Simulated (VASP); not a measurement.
All values below come from optB88-vdW, VASP's PBE PAW potentials (set 64) (plane waves; VASP).

VASP input:

INCAR:
```
! general
SYSTEM  =Te
PREC    =Accurate
ENCUT   =520
LREAL   =F   ! projection in real space or not
LASPH   =T   ! aspherical one-centre terms
ICHARG  =11   ! fixed density

! electronic loop
EDIFF   =1E-7   ! SCF stop (eV)
NELM    =100   ! most electronic steps
ALGO    =Normal   ! blocked Davidson
LMAXMIX =4

! smearing
ISMEAR  =0   ! Gaussian
SIGMA   =0.05

! functional
GGA     =BO
LUSE_VDW=T
AGGAC   =0.0
PARAM1  =0.1833333333
PARAM2  =0.22

! output
LWAVE   =F
LCHARG  =F
LORBIT  =11   ! lm-projected
```

File POSCAR:
```
Te
1
    2.2406877426    -3.8809847093     0.0000000000
    2.2406877426     3.8809847093    -0.0000000000
   -0.0000000000    -0.0000000000     6.0060373977
Te
3
Direct
  0.0000000000   0.2730015346   0.6666670000
  0.7269984654   0.7269984654   0.0000000000
  0.2730015346   0.0000000000   0.3333330000
```

KPOINTS:
```
k-points along high-symmetry lines
10
Line-mode
Reciprocal
  0.000000   0.000000   0.000000 ! GAMMA
  0.500000   0.000000   0.000000 ! M

  0.500000   0.000000   0.000000 ! M
  0.333333   0.333333   0.000000 ! K

  0.333333   0.333333   0.000000 ! K
  0.000000   0.000000   0.000000 ! GAMMA

  0.000000   0.000000   0.000000 ! GAMMA
  0.000000   0.000000   0.500000 ! A

  0.000000   0.000000   0.500000 ! A
  0.500000   0.000000   0.500000 ! L

  0.500000   0.000000   0.500000 ! L
  0.333333   0.333333   0.500000 ! H

  0.333333   0.333333   0.500000 ! H
  0.000000   0.000000   0.500000 ! A

  0.500000   0.000000   0.500000 ! L
  0.500000   0.000000   0.000000 ! M

  0.333333   0.333333   0.500000 ! H
  0.333333   0.333333   0.000000 ! K
```

POTCAR, in this order: Te (PBE.64 set). Program: vasp_std. Read from the step before: CHGCAR.

The run wrote:

File OSZICAR:
```
       N       E                     dE             d eps       ncg     rms          rms(c)
DAV:   1     0.860233847200E+02    0.86023E+02   -0.65908E+03  2340   0.110E+03
DAV:   2     0.259458199848E+01   -0.83429E+02   -0.80222E+02  3164   0.154E+02
DAV:   3    -0.286948682695E+01   -0.54641E+01   -0.54015E+01  2795   0.455E+01
DAV:   4    -0.298201831569E+01   -0.11253E+00   -0.11191E+00  3129   0.770E+00
DAV:   5    -0.298368674329E+01   -0.16684E-02   -0.16684E-02  2952   0.883E-01
DAV:   6    -0.298375612274E+01   -0.69379E-04   -0.69379E-04  3437   0.130E-01
DAV:   7    -0.298375656834E+01   -0.44560E-06   -0.44588E-06  2964   0.903E-03
DAV:   8    -0.298375658578E+01   -0.17443E-07   -0.16973E-07  2219   0.125E-03
   1 F= -.29837566E+01 E0= -.29835768E+01  d E =-.359477E-03
```

### OUTCAR
```
 val. band max:        5.4909344336   @ k =   0.3519   0.2963   0.5000

 cond. band min:       5.6320898327   @ k =   0.3333   0.3333   0.5000



 k-point     1 :       0.0000    0.0000    0.0000
  band No.  band energies     occupation
      1      -7.8759      2.00000
      2      -4.7767      2.00000
      3      -4.7767      2.00000
      4       2.6369      2.00000
      5       2.8756      2.00000
      6       2.8756      2.00000
      7       3.9115      2.00000
      8       3.9115      2.00000
      9       4.6518      2.00000
     10       6.4511      0.00000
     11       6.4511      0.00000
     12       7.0667      0.00000
     13      10.6300      0.00000

 k-point     2 :       0.0556    0.0000    0.0000
  band No.  band energies     occupation
      1      -7.8553      2.00000
      2      -4.7822      2.00000
      3      -4.7720      2.00000
      4       2.4287      2.00000
      5       2.7266      2.00000
      6       2.8389      2.00000
      7       3.9951      2.00000
      8       4.1303      2.00000
      9       4.7209      2.00000
     10       6.3549      0.00000
     11       6.4331      0.00000
     12       7.0213      0.00000
     13      10.6078      0.00000

 k-point     3 :       0.1111    0.0000    0.0000
  band No.  band energies     occupation
      1      -7.7941      2.00000
      2      -4.8017      2.00000
      3      -4.7581      2.00000
      4       2.0088      2.00000
      5       2.4621      2.00000
      6       2.7145      2.00000
      7       4.1748      2.00000
      8       4.4474      2.00000
      9       4.8824      2.00000
     10       6.1647      0.00000
     11       6.3879      0.00000
     12       6.9358      0.00000
     13      10.3617      0.00000

 k-point     4 :       0.1667    0.0000    0.0000
  band No.  band energies     occupation
      1      -7.6942      2.00000
      2      -4.8426      2.00000
      3      -4.7356      2.00000
      4       1.5915      2.00000
...
```

The density is held fixed in this step, so its total energy and stress have no physical meaning. Unless said otherwise, spin-orbit coupling is left out, though it shifts the bands of the heavy elements here.

The compound is Te in the trig structure. It was relaxed first.
